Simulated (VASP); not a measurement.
```
CELL_PARAMETERS angstrom
      0.00000     2.64255     2.64255
      2.64255     0.00000     2.64255
      2.64255     2.64255     0.00000
ATOMIC_POSITIONS crystal
  Mg 0.00000 0.00000 0.00000
  S  0.50000 0.50000 0.50000
```

Calculation: SCAN meta-GGA, VASP's PBE PAW potentials (set 64) (plane waves; VASP 6.6.1). Run with 520 eV cut-off, 9×9×9 Γ-centred mesh, Gaussian smearing of 0.050 eV, potentials Mg S.

Give the stress tensor in GPa (positive for a compressed cell).

```
-4.22   0.00   0.00
 0.00  -4.22   0.00
 0.00   0.00  -4.22
```
The pressure is its mean diagonal, -4.22 GPa.

The compound is MgS in the rock salt structure. This cell is one point of a volume scan, at 1.06 of the reference volume.
